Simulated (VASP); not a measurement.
Level of theory: rev-vdW-DF2, VASP's PBE PAW potentials (set 64) (plane waves; VASP).

Input for VASP

### POSCAR
```
C
1.0
  1.2572617064  -2.1776406475   0.0000000000
  1.2572617064   2.1776406475   0.0000000000
  0.0000000000   0.0000000000   6.7586778141
C
4
Cartesian
  0.0000000000   0.0000000000   1.6896694535
  0.0000000000   0.0000000000   5.0690083606
  1.2572617064   0.7258816676   1.6896694535
  1.2572617064  -0.7258816676   5.0690083606
```

KPOINTS:
```
Automatic
0
G
10 10 4
0 0 0
```

### INCAR
```
SYSTEM=C
PREC=Accurate; ENCUT=520; LREAL=.False.
LASPH=.True.
EDIFF=1E-7; NELM=100; ALGO=Normal
ISMEAR=0; SIGMA=0.05
GGA=MK; LUSE_VDW=.True.; AGGAC=0.0
PARAM1=0.1234568; PARAM2=0.7114; ZAB_VDW=-1.8867
IBRION=2; NSW=30; ISIF=4
EDIFFG=-0.01
LWAVE=.False.; LCHARG=.False.
```

POTCAR, in this order: C (PBE.64 set). Program: vasp_std.

Q: Estimate the energy per atom (σ→0).

A: 
```
Quantity                        Value
---------------------  --------------
energy per atom (σ→0)  -8.288 eV/atom
```

**OSZICAR**
```
...
       N       E                     dE             d eps       ncg     rms          rms(c)
DAV:   1    -0.331557351514E+02   -0.29672E-02   -0.91361E-02  1008   0.259E+00    0.181E-01
DAV:   2    -0.331542238312E+02    0.15113E-02   -0.20951E-03  1180   0.352E-01    0.105E-01
DAV:   3    -0.331535350136E+02    0.68882E-03   -0.21776E-03  1208   0.315E-01    0.282E-02
DAV:   4    -0.331535321741E+02    0.28395E-05   -0.10175E-04  1176   0.750E-02    0.967E-03
DAV:   5    -0.331535260496E+02    0.61245E-05   -0.13222E-05  1256   0.260E-02    0.160E-03
DAV:   6    -0.331535261316E+02   -0.81976E-07   -0.48112E-07  1196   0.543E-03
   3 F= -.33153526E+02 E0= -.33153526E+02  d E =-.923769E-01
```

The compound is C in the graphite structure. This cell is one point of a volume scan, at 1.06 of the reference volume. Symmetry was kept, so distortions that lower it aren't found.
